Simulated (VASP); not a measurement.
Crystal: Sr.

```
Sr
1.0
     0.00000    3.01082    3.01082
     3.01082    0.00000    3.01082
     3.01082    3.01082    0.00000
Sr
1
Direct
  0.00000 0.00000 0.00000
```

Base run:

| Property | Result |
| --- | --- |
| Program | VASP 6.6.1 |
| Functional | PBEsol |
| Potentials or basis | VASP PAW PBE potentials, release 64 (Sr_sv) |
| Cutoff | 450 eV |
| k mesh | 12 × 12 × 12 |
| Occupations | methfessel-paxton, width 0.1 eV |
| Spin | no spin polarisation |

Its results: band gap on the k mesh none (metal or under the smearing width); pressure -0.6 GPa.

Q: After a change of settings the same cell gave: band gap on the k mesh none (metal or under the smearing width); pressure 0.4 GPa. Which change was it?
A. functional from PBEsol to PBE0; k mesh from 12 × 12 × 12 to 7 × 7 × 7
B. cutoff from 450 eV to 300 eV
C. functional from PBEsol to r2SCAN
D. functional from PBEsol to LDA; potentials or basis from VASP PAW PBE potentials, release 64 (Sr_sv) to VASP PAW LDA potentials, release 64 (Sr_sv)

A: C.

Caveats: the PAW data sets were made with another functional, which shifts forces and pressure a little.

Runs at the PBE level aren't shown here.
